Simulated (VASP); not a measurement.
Consider the following.

```
CELL_PARAMETERS angstrom
      4.60870     0.00000     0.00000
      0.00000     4.60870     0.00000
      0.00000     0.00000     2.96059
ATOMIC_POSITIONS crystal
  Ti 0.00000 0.00000 0.00000
  Ti 0.50000 0.50000 0.50000
  O  0.30432 0.30432 0.00000
  O  0.80432 0.19568 0.50000
  O  0.19568 0.80432 0.50000
  O  0.69568 0.69568 0.00000
```

Calculation: PBE GGA with D3 dispersion (Becke-Johnson damping), VASP's PBE PAW potentials (set 64) (plane waves; VASP). Numerical set-up: 520 eV cut-off, Gaussian smearing of 0.050 eV, potentials Ti_sv O.

Q: Give the energies of bands 14 to 27 at the high-symmetry points, in eV from the valence-band maximum.

A: 
```
band      Γ      X      M      Z      R      A
----  -----  -----  -----  -----  -----  -----
14    -5.32  -4.89  -5.51  -4.47  -5.02  -4.69
15    -4.88  -3.73  -3.86  -3.69  -3.98  -4.55
16    -3.79  -3.73  -3.86  -3.69  -3.98  -4.55
17    -3.79  -3.22  -2.83  -3.61  -3.26  -3.52
18    -2.55  -3.22  -2.83  -3.61  -3.26  -3.52
19    -2.55  -3.05  -2.17  -2.77  -2.37  -2.74
20    -1.97  -3.05  -2.17  -2.77  -2.37  -2.74
21    -0.70  -1.63  -1.30  -2.34  -2.03  -1.28
22    -0.46  -1.63  -1.30  -2.34  -2.03  -1.28
23    -0.46  -0.74  -1.08  -1.42  -1.03  -0.68
24     0.00  -0.74  -1.08  -1.42  -1.03  -0.68
25     1.83   2.49   1.86   2.93   1.88   2.56
26     2.11   2.49   1.86   2.93   1.88   2.56
27     2.37   2.98   2.48   3.14   3.16   3.16
```

The gap is direct, 1.83 eV, from the valence maximum at Γ to the conduction minimum at Γ.

The compound is TiO2 in the rutile structure. It was relaxed first.
